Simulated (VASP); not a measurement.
These are MS2 meta-GGA, VASP's PBE PAW potentials (set 64) (plane waves; VASP) values and carry that method's errors.

Input for VASP

KPOINTS_OPT:
```
k-points along high-symmetry lines
6
Line-mode
Reciprocal
  0.000000   0.000000   0.000000 ! GAMMA
  0.000000   0.500000   0.000000 ! M

  0.000000   0.500000   0.000000 ! M
 -0.333333   0.666667   0.000000 ! K

 -0.333333   0.666667   0.000000 ! K
  0.000000   0.000000   0.000000 ! GAMMA

  0.000000   0.000000   0.000000 ! GAMMA
  0.000000   0.000000   0.500000 ! A

  0.000000   0.000000   0.500000 ! A
  0.000000   0.500000   0.500000 ! L

  0.000000   0.500000   0.500000 ! L
 -0.333333   0.666667   0.500000 ! H

 -0.333333   0.666667   0.500000 ! H
  0.000000   0.000000   0.500000 ! A

  0.000000   0.500000   0.500000 ! L
  0.000000   0.500000   0.000000 ! M

 -0.333333   0.666667   0.500000 ! H
 -0.333333   0.666667   0.000000 ! K
```

File KPOINTS:
```
kpoints
0
gamma
 7 7 4
0 0 0
```

### INCAR
```
PREC=Accurate
NEDOS=601
SYSTEM=CdSe
LWAVE=.False.
NELM=100   # most electronic steps
LEFG=.True.
METAGGA=MS2
LMAXMIX=4   # l cut-off of mixed one-centre charges
LMIXTAU=.True.
LORBIT=11
LREAL=.False.   # projection in real space or not
ALGO=Normal   # blocked Davidson
LCHARG=.False.
ISIF=2   # forces and stress, cell fixed
ENCUT=520
EDIFF=1E-7   # SCF stop (eV)
LASPH=.True.   # aspherical one-centre terms
ISMEAR=-5
```

**POSCAR**
```
CdSe
1
    2.1691263242    -3.7570367590     0.0000000000
    2.1691263242     3.7570367590     0.0000000000
    0.0000000000     0.0000000000     7.0661432765
Cd Se
2 2
Direct
  0.6666670000   0.3333330000   0.5000154205
  0.3333330000   0.6666670000   0.0000154205
  0.6666670000   0.3333330000   0.8759845795
  0.3333330000   0.6666670000   0.3759845795
```

POTCAR, in this order: Cd Se (PBE.64 set). Program: vasp_std.

The run wrote:

### OSZICAR
```
       N       E                     dE             d eps       ncg     rms          rms(c)
DAV:   1     0.221067038934E+03    0.22107E+03   -0.16082E+04  1056   0.139E+03
DAV:   2    -0.214007702768E+02   -0.24247E+03   -0.23709E+03  1134   0.340E+02
DAV:   3    -0.356083142836E+02   -0.14208E+02   -0.14153E+02  1314   0.843E+01
DAV:   4    -0.357285439352E+02   -0.12023E+00   -0.12020E+00  1140   0.784E+00
DAV:   5    -0.357294409790E+02   -0.89704E-03   -0.89698E-03  1302   0.616E-01    0.187E+01
DAV:   6    -0.122200707837E+02    0.23509E+02   -0.58003E+01  1068   0.106E+02    0.128E+01
DAV:   7    -0.815291652160E+01    0.40672E+01   -0.36780E+00  1068   0.193E+01    0.777E+00
DAV:   8    -0.104964027333E+02   -0.23435E+01   -0.58301E+00  1056   0.265E+01    0.437E+00
DAV:   9    -0.678685984945E+01    0.37095E+01   -0.21341E+00  1056   0.158E+01    0.107E+00
DAV:  10    -0.567599406355E+01    0.11109E+01   -0.14879E+00  1056   0.121E+01    0.133E+00
DAV:  11    -0.678373515047E+01   -0.11077E+01   -0.79031E-01  1056   0.917E+00    0.155E+00
DAV:  12    -0.682290012719E+01   -0.39165E-01   -0.38721E-02  1146   0.242E+00    0.840E-01
DAV:  13    -0.684419183892E+01   -0.21292E-01   -0.17607E-02  1068   0.148E+00    0.416E-01
DAV:  14    -0.684518537692E+01   -0.99354E-03   -0.21231E-03  1196   0.459E-01    0.256E-01
DAV:  15    -0.684702978213E+01   -0.18444E-02   -0.99189E-04  1056   0.306E-01    0.106E-01
DAV:  16    -0.684746881632E+01   -0.43903E-03   -0.44391E-04  1104   0.208E-01    0.796E-02
DAV:  17    -0.684729316035E+01    0.17566E-03   -0.14923E-04  1080   0.131E-01    0.300E-02
DAV:  18    -0.684756072160E+01   -0.26756E-03   -0.30922E-04  1056   0.216E-01    0.220E-02
DAV:  19    -0.684756391473E+01   -0.31931E-05   -0.78030E-06  1302   0.283E-02    0.128E-02
DAV:  20    -0.684756824969E+01   -0.43350E-05   -0.12992E-06  1086   0.111E-02    0.693E-03
DAV:  21    -0.684756935571E+01   -0.11060E-05   -0.13231E-06  1134   0.848E-03    0.127E-03
DAV:  22    -0.684756973165E+01   -0.37594E-06   -0.11372E-07   720   0.295E-03    0.833E-04
DAV:  23    -0.684757022547E+01   -0.49382E-06   -0.46466E-08   534   0.171E-03    0.280E-04
DAV:  24    -0.684757034344E+01   -0.11797E-06   -0.32643E-08   528   0.187E-03    0.103E-04
DAV:  25    -0.684757046090E+01   -0.11746E-06   -0.45856E-09   528   0.550E-04    0.134E-04
DAV:  26    -0.684757040998E+01    0.50922E-07   -0.20661E-09   528   0.529E-04
   1 F= -.68475704E+01 E0= -.68475704E+01  d E =0.000000E+00
       N       E                     dE             ncg
       N       E                     dE             ncg
       N       E                     dE             ncg
```

### OUTCAR
```
------------------------ aborting loop because EDIFF is reached ----------------------------------------
  FORCE on cell =-STRESS in cart. coord.  units (eV):
  Direction    XX          YY          ZZ          XY          YZ          ZX
  --------------------------------------------------------------------------------------
  Total       -0.0316921     -0.0316921      0.0349687      0.0000000      0.0000000      0.0000000
  in kB       -0.4408787     -0.4408786      0.4864609      0.0000000      0.0000000      0.0000000
  external PRESSURE =      -0.1317655 kB  Pullay stress =       0.0000000 kB
  volume of cell :      115.17
      direct lattice vectors                 reciprocal lattice vectors
     2.169126324 -3.757036759  0.000000000     0.230507552 -0.133083606  0.000000000
     2.169126324  3.757036759  0.000000000     0.230507552  0.133083606  0.000000000
     0.000000000  0.000000000  7.066143277     0.000000000  0.000000000  0.141519916
  FREE ENERGIE OF THE ION-ELECTRON SYSTEM (eV)
  ---------------------------------------------------
  free  energy   TOTEN  =        -6.8475704100 eV

  energy  without entropy=       -6.8475704100  energy(sigma->0) =       -6.84757041

 total charge

# of ion       s       p       d       tot
------------------------------------------
    1        0.427   0.299   9.548  10.274
    2        0.427   0.299   9.548  10.274
    3        1.441   2.423   0.021   3.885
    4        1.441   2.423   0.021   3.885
--------------------------------------------------
tot          3.735   5.445  19.138  28.318

 Electric field gradients after diagonalization (V/A^2)
 (convention: |V_zz| > |V_xx| > |V_yy|)
----------------------------------------------------------------------
 ion       V_xx      V_yy      V_zz     asymmetry (V_yy - V_xx)/ V_zz
----------------------------------------------------------------------
   1      -0.839    -0.837     1.676       0.001
   2      -0.839    -0.837     1.676       0.001
   3      -0.574    -0.573     1.146       0.001
   4      -0.574    -0.573     1.146       0.001
```
(Selected blocks of OUTCAR.)

The compound is CdSe in the wurtzite structure. It was relaxed first.
